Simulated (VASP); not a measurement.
LiC (space group Immm): computed properties

Method: LDA (Ceperley-Alder, Perdew-Zunger), VASP's LDA PAW potentials (set 64) (plane waves; VASP 6.6.1).

```
Quantity                                                                                          Result
---------------------------------------------  ---------------------------------------------------------
space group                                                                                    Immm (71)
cell                                           a = 3.503 Å, b = 4.740 Å, c = 5.190 Å, α = β = γ = 90.00°
volume per atom                                                                           10.77 Å^3/atom
band gap (over mesh and band path)                                                               3.04 eV
smallest direct gap (over mesh and band path)                                                    3.30 eV
Hill bulk modulus                                                                               48.6 GPa
Hill shear modulus                                                                              32.8 GPa
Poisson's ratio                                                                                    0.225
band-edge character                                                                     indirect, W to Γ
density                                                                                       1.46 g/cm³
mean ε∞ (DFPT)                                                                                      3.53
mean ε∞ (independent particles)                                                                     4.12
mean static ε                                                                                       5.95
optical Γ-point spectrum                               302, 336, 366, 403, 403, 443, 463, 493, 1914 cm⁻¹
```

```
CELL_PARAMETERS angstrom
     -1.75153     2.36980     2.59514
      1.75153    -2.36980     2.59514
      1.75153     2.36980    -2.59514
ATOMIC_POSITIONS crystal
  Li 0.73907 0.23907 0.50000
  Li 0.26093 0.76093 0.50000
  C  0.86813 0.00000 0.86813
  C  0.13187 0.00000 0.13187
```

The structure comes from a computed database's LiC entry (Immm); how it stands against other phases isn't given here. It was relaxed first, which changed the volume by -6 %. Symmetry was kept, so distortions that lower it aren't found.
